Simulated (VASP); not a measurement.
VASP input:

POSCAR:
```
GeOs
1
    1.6908430000    -1.6908430000     5.7243620000
   -1.6908430000     1.6908430000     5.7243620000
    1.6908430000     1.6908430000    -5.7243620000
Os Ge
2 2
Direct
  0.7500000000   0.7500000000   0.0000000000
  0.0000000000   0.5000000000   0.5000000000
  0.1660000000   0.1660000000   0.0000000000
  0.4160000000   0.9160000000   0.5000000000
```

**INCAR**
```
SYSTEM = GeOs
PREC = Accurate
ENCUT = 400
EDIFF = 1E-6
NELM = 100
ALGO = Normal
LREAL = .FALSE.
LASPH = .TRUE.
ISMEAR = 1
SIGMA = 0.1
GGA = PE
LMAXMIX = 6
LWAVE = .FALSE.
LCHARG = .FALSE.
ISIF = 2
```

KPOINTS:
```
Automatic mesh
0
Gamma
10 10 10
0 0 0
```

POTCAR, in this order: Os Ge_d (PBE.64 set). Program: vasp_std.

What VASP printed:

standard output:
```
 -----------------------------------------------------------------------------
|                                                                             |
|     EEEEEEE  RRRRRR   RRRRRR   OOOOOOO  RRRRRR      ###     ###     ###     |
|     E        R     R  R     R  O     O  R     R     ###     ###     ###     |
|     E        R     R  R     R  O     O  R     R     ###     ###     ###     |
|     EEEEE    RRRRRR   RRRRRR   O     O  RRRRRR       #       #       #      |
|     E        R   R    R   R    O     O  R   R                               |
|     E        R    R   R    R   O     O  R    R      ###     ###     ###     |
|     EEEEEEE  R     R  R     R  OOOOOOO  R     R     ###     ###     ###     |
|                                                                             |
|     ERROR: the triple product of the basis vectors is negative exchange     |
|     two basis vectors                                                       |
|                                                                             |
|       ---->  I REFUSE TO CONTINUE WITH THIS SICK JOB ... BYE!!! <----       |
|                                                                             |
 -----------------------------------------------------------------------------
```

Question: Read input and log: which fault does this run have?
(A) the lattice vectors form a left-handed set
(B) SIGMA is far too large
(C) molecular dynamics (IBRION = 0) was asked for without POTIM
(D) EDIFFG is positive, so the stop tests the energy change and not the forces

Answer: A, the lattice vectors form a left-handed set. VASP stops with an error: ERROR: the triple product of the basis vectors is negative exchange two basis vectors ----> I REFUSE TO CONTINUE WITH THIS SICK JOB ... BYE!!! <----

To mend it, correct POSCAR.
### POSCAR
```
GeOs
1
   -1.6908430000     1.6908430000     5.7243620000
    1.6908430000    -1.6908430000     5.7243620000
    1.6908430000     1.6908430000    -5.7243620000
Os Ge
2 2
Direct
  0.7500000000   0.7500000000   0.0000000000
  0.5000000000   0.0000000000   0.5000000000
  0.1660000000   0.1660000000   0.0000000000
  0.9160000000   0.4160000000   0.5000000000
```
The mended run (PBE GGA, plane waves, VASP's PBE PAW potentials (set 64)) converges, and its OSZICAR ends with
```
   1 F= -.30152206E+02 E0= -.30151277E+02  d E =-.278628E-02
```

The structure was generated: GeOs was put into the NbAs type (I4_1md), which need not be its known phase. The cell was not relaxed at this level.
